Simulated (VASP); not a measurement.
Data:

```
CELL_PARAMETERS angstrom
      0.00000     2.35932     2.35932
      2.35932     0.00000     2.35932
      2.35932     2.35932     0.00000
ATOMIC_POSITIONS crystal
  Sb 0.00000 0.00000 0.00000
```

Method: PBEsol GGA, VASP's PBE PAW potentials (set 64) (plane waves; VASP). Run with 400 eV cut-off, 12×12×12 Γ-centred mesh, first-order Methfessel-Paxton smearing of 0.10 eV, potentials Sb.

Unless said otherwise, spin-orbit coupling is left out, though it shifts the bands of the heavy elements here.

**Question.** Estimate the energy per atom (σ→0), band gap (on the k-mesh) with the smallest direct gap where there is one.

**Answer.** 
The band gap (on the k-mesh) is none (metal, semimetal or under 0.01 eV). The energy per atom (σ→0) is -4.293 eV/atom.

The structure was generated: Sb was put into the fcc type (Fm-3m), which need not be its known phase. It was relaxed first. The start is the result of an earlier pass.
